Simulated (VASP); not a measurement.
# LiPdF3 (P6_3/mmc) in VASP: single point with r2SCAN

Aim: the single point of LiPdF3 with r2SCAN.

Everything below comes from runs of VASP 6.6.1. Logs are shortened: lines on timing, memory, paths and dates and some standing lists are left out, and cuts for length are marked.

### Step 1. The structure

Symmetry: P6_3/mmc, No. 194, hexagonal system. The conventional cell has a = 5.309 Å, b = 5.309 Å, c = 4.448 Å, α = 90.00°, β = 90.00°, γ = 120.00°. Pd (site symmetry -3m) has 6 F at 1.97 Å and 2 Pd at 2.22 Å as nearest neighbours. Li (site symmetry -6m2) is surrounded by 3 F at 1.44 Å. F (site symmetry mm2) has 1 Li at 1.44 Å as nearest neighbours.

The cell was built by a generator and needn't be a form met in nature.

### Step 2. Single point, r2SCAN

Input file POSCAR:

```
LiPdF3
1.0
    2.6542713825      4.5973328916      0.0000000000
   -2.6542713825      4.5973328916      0.0000000000
    0.0000000000      0.0000000000      4.4479070500
Pd Li F
2 2 6
Direct
    0.0000000000      0.0000000000      0.0000000000
    0.0000000000      0.0000000000      0.5000000000
    0.3333333333      0.3333333333      0.7500000000
    0.6666666667      0.6666666667      0.2500000000
    0.8229380475      0.8229380475      0.2500000000
    0.1770619525      0.6458760949      0.7500000000
    0.3541239051      0.8229380475      0.2500000000
    0.1770619525      0.1770619525      0.7500000000
    0.8229380475      0.3541239051      0.2500000000
    0.6458760949      0.1770619525      0.7500000000
```

Input file INCAR.step1:

```
PREC = Accurate ; ENCUT = 520
ISMEAR = -1 ; SIGMA = 0.1
LREAL = False ; LASPH = True
NELM = 100 ; NBANDS = 45
GGA = PE ; ALGO = Normal
EDIFF = 1E-4 ; LWAVE = True
LCHARG = False
```

Input file INCAR.step2:

```
PREC = Accurate ; ENCUT = 520
EDIFF = 1E-6 ; ISMEAR = -1
SIGMA = 0.1 ; LREAL = False
LASPH = True ; NELM = 100
ALGO = Normal ; ISIF = 2
LWAVE = False ; LCHARG = True
METAGGA = R2SCAN ; LMIXTAU = True
LELF = True ; LVHAR = True
NBANDS = 45 ; ISTART = 1
```

Input file KPOINTS:

```
regular mesh
0
Gamma
  6 6 7
```

Potentials or basis: VASP PAW PBE potentials, release 64 (Pd, Li_sv, F).

On the command line:

```console
$ cat potpaw_PBE.64/Pd/POTCAR potpaw_PBE.64/Li_sv/POTCAR potpaw_PBE.64/F/POTCAR > POTCAR
$ cp INCAR.step1 INCAR
$ mpirun -np 1 vasp_std > vasp.out
$ cp INCAR.step2 INCAR
$ mpirun -np 1 vasp_std > vasp.out
```

OUTCAR:

```text
PREC = Accurate
   ENCUT = 520
   EDIFF = 1E-6
   ISMEAR = -1
   LREAL = False
   LASPH = True
   NELM = 100
   ISIF = 2
   METAGGA = R2SCAN
   ISTART = 1

 ion  position               nearest neighbor table
   1  0.000  0.000  0.000-   5 1.97   8 1.97   7 1.97   6 1.97   9 1.97  10 1.97   2 2.22   2 2.22

   2  0.000  0.000  0.500-   5 1.97   8 1.97   7 1.97   6 1.97   9 1.97  10 1.97   1 2.22   1 2.22

   3  0.333  0.333  0.750-   6 1.44  10 1.44   8 1.44
   4  0.667  0.667  0.250-   7 1.44   9 1.44   5 1.44
   5  0.823  0.823  0.250-   4 1.44   2 1.97   1 1.97
   6  0.177  0.646  0.750-   3 1.44   2 1.97   1 1.97
   7  0.354  0.823  0.250-   4 1.44   2 1.97   1 1.97
   8  0.177  0.177  0.750-   3 1.44   2 1.97   1 1.97
   9  0.823  0.354  0.250-   4 1.44   2 1.97   1 1.97
  10  0.646  0.177  0.750-   3 1.44   2 1.97   1 1.97

  LATTYP: Found a hexagonal cell.
 ALAT       =     5.3085427650
 C/A-ratio  =     0.8378772192

  Lattice vectors:

 A1 = (   2.6542713825,  -4.5973328916,   0.0000000000)
 A2 = (   2.6542713825,   4.5973328916,   0.0000000000)
 A3 = (   0.0000000000,   0.0000000000,   4.4479070500)

Analysis of symmetry for initial positions (statically):
=====================================================================
 Subroutine PRICEL returns:
 Original cell was already a primitive cell.

 Routine SETGRP: Setting up the symmetry group for a
 hexagonal supercell.

 Subroutine GETGRP returns: Found 24 space group operations
 (whereof 12 operations were pure point group operations)
 out of a pool of 24 trial point group operations.

The static configuration has the point symmetry D_3d.
 The point group associated with its full space group is D_6h.

Analysis of symmetry for dynamics (positions and initial velocities):
=====================================================================
 Subroutine PRICEL returns:
 Original cell was already a primitive cell.

 Routine SETGRP: Setting up the symmetry group for a
 hexagonal supercell.

 Subroutine GETGRP returns: Found 24 space group operations
 (whereof 12 operations were pure point group operations)
 out of a pool of 24 trial point group operations.

The dynamic configuration has the point symmetry D_3d.
 The point group associated with its full space group is D_6h.

 Subroutine INISYM returns: Found 24 space group operations
 (whereof 12 operations are pure point group operations),
 and found     1 'primitive' translations

----------------------------------------------------------------------------------------

                                     Primitive cell

  volume of cell :     108.5518

  direct lattice vectors                    reciprocal lattice vectors
     2.654271383  4.597332892  0.000000000     0.188375613  0.108758711  0.000000000
    -2.654271383  4.597332892  0.000000000    -0.188375613  0.108758711  0.000000000
     0.000000000  0.000000000  4.447907050     0.000000000  0.000000000  0.224824842

  length of vectors
     5.308542765  5.308542765  4.447907050     0.217517422  0.217517422  0.224824842

  position of ions in fractional coordinates (direct lattice)
     0.000000000  0.000000000  0.000000000
     0.000000000  0.000000000  0.500000000
     0.333333333  0.333333333  0.750000000
     0.666666667  0.666666667  0.250000000
     0.822938048  0.822938048  0.250000000
     0.177061952  0.645876095  0.750000000
     0.354123905  0.822938048  0.250000000
     0.177061952  0.177061952  0.750000000
     0.822938048  0.354123905  0.250000000
     0.645876095  0.177061952  0.750000000

  ion indices of the primitive-cell ions
   primitive index   ion index
                 1           1
                 2           2
                 3           3
                 4           4
                 5           5
                 6           6
                 7           7
                 8           8
                 9           9
                10          10

----------------------------------------------------------------------------------------

 KPOINTS: regular mesh

Automatic generation of k-mesh.
 Grid dimensions read from file:
 generate k-points for:    6    6    7

 Generating k-lattice:

  Cartesian coordinates                     Fractional coordinates (reciprocal lattice)
     0.031395936  0.018126452  0.000000000     0.166666667  0.000000000  0.000000000
    -0.031395936  0.018126452  0.000000000     0.000000000  0.166666667  0.000000000
     0.000000000  0.000000000  0.032117835     0.000000000  0.000000000  0.142857143

  Length of vectors
     0.036252904  0.036252904  0.032117835

  Shift w.r.t. Gamma in fractional coordinates (k-lattice)
     0.000000000  0.000000000  0.000000000

 Subroutine IBZKPT returns following result:
 ===========================================

 Found     28 irreducible k-points:

 Following reciprocal coordinates:
            Coordinates               Weight
  0.000000  0.000000  0.000000      1.000000
  0.166667 -0.000000  0.000000      6.000000
  0.333333 -0.000000  0.000000      6.000000
  0.500000 -0.000000  0.000000      3.000000
  0.333333  0.166667  0.000000      6.000000
  0.500000  0.166667  0.000000     12.000000
[... 16 lines left out ...]
  0.166667 -0.000000  0.428571     12.000000
  0.333333 -0.000000  0.428571     12.000000
 [... further k-points ...]
   k-points           NKPTS =     28   k-points in BZ     NKDIM =     28   number of bands    NBANDS=     45
   number of dos      NEDOS =    301   number of ions     NIONS =     10
   total plane-waves  NPLWV =  57600
   dimension x,y,z NGX =    40 NGY =   40 NGZ =   36
   dimension x,y,z NGXF=    80 NGYF=   80 NGZF=   72
   ions per type =               2   2   6
   NGX,Y,Z   is equivalent  to a cutoff of  12.53, 12.53, 13.46 a.u.
   NGXF,Y,Z  is equivalent  to a cutoff of  25.05, 25.05, 26.91 a.u.
 SYSTEM =  unknown system
   PREC   = accura    normal or accurate (medium, high low for compatibility)
   ISTART =      1    job   : 0-new  1-cont  2-samecut
   ICHARG =      0    charge: 1-file 2-atom 10-const
   ISPIN  =      1    spin polarized calculation?
   LNONCOLLINEAR =      F non collinear calculations
   LSORBIT =      F    spin-orbit coupling
   LASPH  =      T    aspherical Exc in radial PAW
   ENCUT  =  520.0 eV  38.22 Ry    6.18 a.u.   9.87  9.87  8.27*2*pi/ulx,y,z
   NELM   =    100;   NELMIN=  2; NELMDL=  0     # of ELM steps
   EDIFF  = 0.1E-05   stopping-criterion for ELM
   LREAL  =      F    real-space projection
   EDIFFG = 0.1E-04   stopping-criterion for IOM
   NSW    =      0    number of steps for IOM
   IBRION =     -1    ionic relax: 0-MD 1-quasi-New 2-CG
   NFREE  =      0    steps in history (QN), initial steepest desc. (CG)
   ISIF   =      2    stress and relaxation
   ISYM   =      2    0-nonsym 1-usesym 2-fastsym
   POTIM  = 0.5000    time-step for ionic-motion
   TEBEG  =    0.0;   TEEND  =   0.0 temperature during run
   PSTRESS=    0.0 pullay stress
   NELECT =      68.0000    total number of electrons
   NUPDOWN=      -1.0000    fix difference up-down
   EMIN   =  10.00;   EMAX   =-10.00  energy-range for DOS
   EFERMI =   0.00;   METHOD = LEGACY
   ISMEAR =    -1;   SIGMA  =   0.10  broadening in eV -4-tet -1-fermi 0-gaus
   EFERMI_NEDOS =   21; number of points for ismear=-14 and -15
   IALGO  =     38    algorithm
   IMIX   =      4    mixing-type and parameters
     AMIX     =   0.40;   BMIX     =  1.00
     AMIX_MAG =   1.60;   BMIX_MAG =  1.00
  volume/ion in A,a.u.               =      10.86        73.25
  Fermi-wavevector in a.u.,A,eV,Ry     =   1.400766  2.647063 26.696595  1.962144
  Thomas-Fermi vector in A             =   2.523694
   LORBIT       =      0    0 simple, 1 ext, 2 COOP (PROOUT), +10 PAW based schemes
   METAGGA = R2SCAN    functional components
   LHFCALC =     F    Hartree Fock is set to
   AEXX    =    0.0000 exact exchange contribution
   IVDW    =     0    specifies the selected vdW correction
   LEPSILON=     F    determine dielectric tensor
   LRPA    =     F    only Hartree local field effects (RPA)
 non-spin polarized calculation
  energy-cutoff  :      520.00
  volume of cell :      108.55
 maximum number of plane-waves:      2943
   NGX = 19   NGY = 19   NGZ = 17

 number of electron      67.9999989 magnetization

 Free energy of the ion-electron system (eV)
  ---------------------------------------------------
  ext. energy  EPLUGINS =         0.00000000
  ---------------------------------------------------
  free energy    TOTEN  =       -75.69463219 eV

  energy without entropy =      -75.19682627  energy(sigma->0) =      -75.44572923

 E-fermi :   4.2266     XC(G=0): -10.4121

 val. band max:        4.2245167881   @ k =   0.1667  -0.0000   0.4286
 cond. band min:       4.2334210536   @ k =   0.0000   0.0000   0.4286
 fundamental gap:      0.0089042655
 Fermi energy:         4.2265704524

 k-point     1 :       0.0000    0.0000    0.0000
  band No.  band energies     occupation
      1     -41.6031      2.00000
      2     -41.6001      2.00000
      3     -22.7128      2.00000
      4     -22.6017      2.00000
      5     -22.6017      2.00000
      6     -22.4422      2.00000
[... 37 lines left out ...]
     44      15.1109      0.00000
     45      15.9426      0.00000

 k-point     2 :       0.1667   -0.0000    0.0000
  band No.  band energies     occupation
      1     -41.6029      2.00000
      2     -41.6003      2.00000
      3     -22.7796      2.00000
      4     -22.5991      2.00000
      5     -22.5670      2.00000
      6     -22.4460      2.00000
[... 37 lines left out ...]
     44      15.8003      0.00000
     45      15.9318      0.00000

 k-point     3 :       0.3333   -0.0000    0.0000
  band No.  band energies     occupation
      1     -41.6024      2.00000
      2     -41.6008      2.00000
      3     -22.8702      2.00000
      4     -22.5927      2.00000
      5     -22.4722      2.00000
      6     -22.4542      2.00000
[... 997 lines left out ...]
     44      15.7068      0.00000
     45      16.6346      0.00000

 k-point    24 :       0.3333   -0.0000    0.4286
  band No.  band energies     occupation
      1     -41.6017      2.00000
      2     -41.6014      2.00000
      3     -22.6321      2.00000
      4     -22.5336      2.00000
      5     -22.5235      2.00000
      6     -22.5028      2.00000
[... 37 lines left out ...]
     44      15.3326      0.00000
     45      17.3690      0.00000

 [... further k-points ...]
[... 5 lines left out ...]
  --------------------------------------------------------------------------------------
  -------------------------------------------------------------------------------------
  Total       53.1207145     53.1207145     51.1858229     -0.0000000      0.0000000     -0.0000000
  in kB      784.0387272    784.0387272    755.4805648     -0.0000000      0.0000000     -0.0000000
  external PRESSURE =     774.5193397 kB  Pullay stress =       0.0000000 kB

 VOLUME and BASIS-vectors are now :
 -----------------------------------------------------------------------------
  energy-cutoff  :      520.00
  volume of cell :      108.55
      direct lattice vectors                 reciprocal lattice vectors
     2.654271383  4.597332892  0.000000000     0.188375613  0.108758711  0.000000000
    -2.654271383  4.597332892  0.000000000    -0.188375613  0.108758711  0.000000000
     0.000000000  0.000000000  4.447907050     0.000000000  0.000000000  0.224824842

 POSITION                                       TOTAL-FORCE (eV/Angst)
 -----------------------------------------------------------------------------------
      0.00000      0.00000      0.00000         0.000000      0.000000      0.000000
      0.00000      0.00000      2.22395         0.000000      0.000000      0.000000
      0.00000      3.06489      3.33593         0.000000      0.000000      0.000000
      0.00000      6.12978      1.11198         0.000000     -0.000000     -0.000000
      0.00000      7.56664      1.11198         0.000000      0.277866     -0.000000
     -1.24436      3.78332      3.33593        -0.240639      0.138933     -0.000000
     -1.24436      5.41135      1.11198        -0.240639     -0.138933      0.000000
      0.00000      1.62803      3.33593         0.000000     -0.277866      0.000000
      1.24436      5.41135      1.11198         0.240639     -0.138933      0.000000
      1.24436      3.78332      3.33593         0.240639      0.138933     -0.000000
 -----------------------------------------------------------------------------------
    total drift:                               -0.000000      0.000000      0.000000

  FREE ENERGIE OF THE ION-ELECTRON SYSTEM (eV)
  ---------------------------------------------------
  free  energy   TOTEN  =       -75.6946321881 eV

  energy  without entropy=      -75.1968262671  energy(sigma->0) =      -75.44572923
```

Run time: 6.5 min. Hardware: 1 thread of Intel Xeon Platinum 8488C (Sapphire Rapids), shared host; peak memory 0.31 GiB.

Results:

```yaml
Free_energy: -75.6946 eV
Largest_force: 0.278 eV/Å
Band_gap_on_the_k_mesh: none (metal or under the smearing width)
```

Forces in eV/Å, atoms in the order of the input:
```
Pd   0.000  0.000  0.000
Pd   0.000  0.000  0.000
Li   0.000  0.000  0.000
Li   0.000  0.000  0.000
F    0.000  0.278  0.000
F   -0.241  0.139  0.000
F   -0.241 -0.139  0.000
F    0.000 -0.278  0.000
F    0.241 -0.139  0.000
F    0.241  0.139  0.000
```

Levels at points of the mesh, in eV from the Fermi level:
| k point | band 29 | band 30 | band 31 | band 32 | band 33 | band 34 | band 35 | band 36 | band 37 | band 38 |
| --- | --- | --- | --- | --- | --- | --- | --- | --- | --- | --- |
| (0.00, 0.00, 0.00) | -3.26 | -2.20 | -2.20 | -0.03 | -0.03 | 0.12 | 0.12 | 0.49 | 2.76 | 6.56 |
| (0.50, 0.00, 0.00) | -2.67 | -2.21 | -2.20 | -0.27 | -0.02 | 0.06 | 0.12 | 0.62 | 4.94 | 5.07 |

Caveat: the cutoff is under 1.25 times the usual one of these potentials, so pressure, stress and relaxed cells hold a basis-set (Pulay) error; a pressure of tens of GPa on the cell as given is suspect, and the run, the potentials or the cell itself is likely at fault; the PAW data sets were made with another functional, which shifts forces and pressure a little.
